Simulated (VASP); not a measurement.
A VASP calculation is set up with these files.

File POSCAR:
```
Sb
1
    3.9412191933    -2.1926672748    -0.0282487092
    3.9412191933     2.1926672748    -0.0282487092
    2.7471851967     0.0000000000     3.5769775591
Sb
2
Direct
  0.2360310242   0.2360310242   0.2360310242
  0.7639689758   0.7639689758   0.7639689758
```

KPOINTS:
```
Automatic
0
Gamma
  10 10 10
0 0 0
```

### INCAR
```
ALGO = Normal
EDIFF = 1E-7
EDIFFG = -0.01
ENCUT = 520
IBRION = 2
ISIF = 4
ISMEAR = 1
LASPH = .True.
LCHARG = .False.
LMAXMIX = 4
LREAL = .False.
LWAVE = .False.
NELM = 100
NSW = 30
PREC = Accurate
SIGMA = 0.1
SYSTEM = Sb
```

POTCAR, in this order: Sb (LDA.64 set). Program: vasp_std.

Problem. Translate this LDA calculation to Quantum ESPRESSO's pw.x.

Solution. One equivalent input (not run):
```
&CONTROL
  calculation = 'vc-relax'
  pseudo_dir = './pseudo'
  outdir = './out'
  tprnfor = .true.
  tstress = .true.
  nstep = 30
  forc_conv_thr = 0.00039
/
&SYSTEM
  ibrav = 0
  nat = 2
  ntyp = 1
  ecutwfc = 84
  occupations = 'smearing'
  smearing = 'methfessel-paxton'
  degauss = 0.00735
  input_dft = 'pz'
/
&ELECTRONS
  conv_thr = 7.3e-09
  electron_maxstep = 100
/
&IONS
/
&CELL
  cell_dofree = 'shape'
/
ATOMIC_SPECIES
  Sb 121.760 Sb.upf
CELL_PARAMETERS angstrom
     3.9412192   -2.1926673   -0.0282487
     3.9412192    2.1926673   -0.0282487
     2.7471852    0.0000000    3.5769776
ATOMIC_POSITIONS crystal
  Sb   0.2360310  0.2360310  0.2360310
  Sb   0.7639690  0.7639690  0.7639690
K_POINTS automatic
  10 10 10 0 0 0
```
The two are equivalent in intent, not identical: the potentials are each code's own (VASP's PAW set, PseudoDojo norm-conserving files in pw.x), so ENCUT and ecutwfc are chosen apart and not converted; conv_thr bounds pw.x's estimated SCF error, while EDIFF bounds the energy change between steps; forc_conv_thr acts on force components and is met together with etot_conv_thr.

The compound is Sb in the a7 structure. This cell is one point of a volume scan, at 1.06 of the reference volume. Symmetry was kept, so distortions that lower it aren't found.
